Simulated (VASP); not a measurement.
Consider the following.

```
Pb
1.0
    0.00000     2.48994     2.48994
    2.48994     0.00000     2.48994
    2.48994     2.48994     0.00000
Pb
1
Direct
  0.00000   0.00000   0.00000
```

Level of theory: rev-vdW-DF2, VASP's PBE PAW potentials (set 64) (plane waves; VASP 6.6.1). Numerical set-up: 520 eV cut-off, 14×14×14 Γ-centred mesh, tetrahedra with Blöchl corrections, potentials Pb_d.

Unless said otherwise, spin-orbit coupling is left out, though it shifts the bands of the heavy elements here.

Problem. Predict the energy per atom (σ→0), band gap (on the k-mesh) with the smallest direct gap where there is one.

Solution. 
```yaml
band gap (on the k-mesh): none (metal, semimetal or under 0.01 eV)
energy per atom (σ→0): -750 meV/atom
```

The absolute energy has meaning only against runs of the same code, potentials and settings.

The compound is Pb in the fcc structure. It was relaxed first.
